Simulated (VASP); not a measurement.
An input for Quantum ESPRESSO's pw.x (written as the equivalent of a VASP run, and not itself run):

```
&CONTROL
  calculation = 'scf'
  pseudo_dir = './pseudo'
  outdir = './out'
  tprnfor = .true.
  tstress = .true.
/
&SYSTEM
  ibrav = 0
  nat = 2
  ntyp = 2
  ecutwfc = 74
  occupations = 'tetrahedra'
  input_dft = 'vdw-df-cx'
/
&ELECTRONS
  conv_thr = 7.3e-09
  electron_maxstep = 100
/
ATOMIC_SPECIES
  Li 6.940 Li.upf
  H 1.008 H.upf
CELL_PARAMETERS angstrom
     0.0000000    2.0154247    2.0154247
     2.0154247    0.0000000    2.0154247
     2.0154247    2.0154247    0.0000000
ATOMIC_POSITIONS crystal
  Li   0.0000000  0.0000000  0.0000000
  H    0.5000000  0.5000000  0.5000000
K_POINTS automatic
  13 13 13 0 0 0
```

### Question
Translate this input to VASP (INCAR, KPOINTS, POSCAR, choice of POTCAR).

### Answer
One answer among several that fit: 
**KPOINTS**
```
K-points
0
Gamma
13 13 13
0 0 0
```

File POSCAR:
```
LiH
1.0
  0.0000000000   2.0154247137   2.0154247137
  2.0154247137   0.0000000000   2.0154247137
  2.0154247137   2.0154247137   0.0000000000
Li H
1 1
direct
  0.0000000000   0.0000000000   0.0000000000
  0.5000000000   0.5000000000   0.5000000000
```

INCAR:
```
! general
SYSTEM  =LiH
PREC    =Accurate
ENCUT   =520
LREAL   =.FALSE.
LASPH   =.TRUE.

! electronic loop
EDIFF   =1E-7
NELM    =100
ALGO    =Normal

! smearing
ISMEAR  =-5

! functional
GGA     =CX
LUSE_VDW=.TRUE.
AGGAC   =0.0

! ions
ISIF    =2

! output
LWAVE   =.FALSE.
LCHARG  =.TRUE.
LORBIT  =11
NEDOS   =601
```

POTCAR, in this order: Li_sv H (PBE.64 set). Program: vasp_std.

Limits of the translation: the potentials are each code's own (VASP's PAW set, PseudoDojo norm-conserving files in pw.x), so ENCUT and ecutwfc are chosen apart and not converted; conv_thr bounds pw.x's estimated SCF error, while EDIFF bounds the energy change between steps.

The compound is LiH in the rock salt structure. It was relaxed first.
